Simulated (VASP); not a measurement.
OSZICAR of a VASP run on Ir₂Au (space group Fd-3m):

**OSZICAR**
```
       N       E                     dE             d eps       ncg     rms          rms(c)
DAV:   1     0.388424573718E+03    0.38842E+03   -0.19876E+04   680   0.109E+03
DAV:   2    -0.116343578314E+02   -0.40006E+03   -0.38857E+03   690   0.386E+02
DAV:   3    -0.388435744788E+02   -0.27209E+02   -0.25792E+02   948   0.884E+01
DAV:   4    -0.402659335011E+02   -0.14224E+01   -0.13630E+01   786   0.196E+01
DAV:   5    -0.403208797783E+02   -0.54946E-01   -0.54472E-01   864   0.351E+00    0.312E+01
DAV:   6    -0.384730907593E+02    0.18478E+01   -0.74381E+00   710   0.213E+01    0.183E+01
DAV:   7    -0.382565483685E+02    0.21654E+00   -0.40126E+00   948   0.231E+01    0.774E+00
DAV:   8    -0.380415301988E+02    0.21502E+00   -0.10058E+00   946   0.103E+01    0.283E+00
DAV:   9    -0.380336721994E+02    0.78580E-02   -0.69983E-02   758   0.190E+00    0.346E-01
DAV:  10    -0.380324169300E+02    0.12553E-02   -0.77673E-03   924   0.881E-01    0.108E-01
DAV:  11    -0.380324731357E+02   -0.56206E-04   -0.56200E-04   754   0.172E-01    0.352E-02
DAV:  12    -0.380324590283E+02    0.14107E-04   -0.71777E-05   944   0.921E-02    0.110E-02
DAV:  13    -0.380324607524E+02   -0.17241E-05   -0.69814E-06   722   0.182E-02    0.389E-03
DAV:  14    -0.380324607660E+02   -0.13616E-07   -0.26276E-07   372   0.528E-03
   1 F= -.38032461E+02 E0= -.37860216E+02  d E =-.344489E+00
```

Q: Which electronic solver shows in the log?

A: It is blocked Davidson (ALGO = Normal, or the opening steps of other solvers). The INCAR had ALGO = Normal.

Q: Can the final energy be trusted as converged?

A: The calculation finished and met its thresholds. It stopped with EDIFF = 1E-6, NELM = 100 (PBE GGA, plane waves, VASP's PBE PAW potentials (set 64)).

The structure was generated: Ir2Au was put into an ordered model structure, which need not be its known phase. The cell was not relaxed at this level.
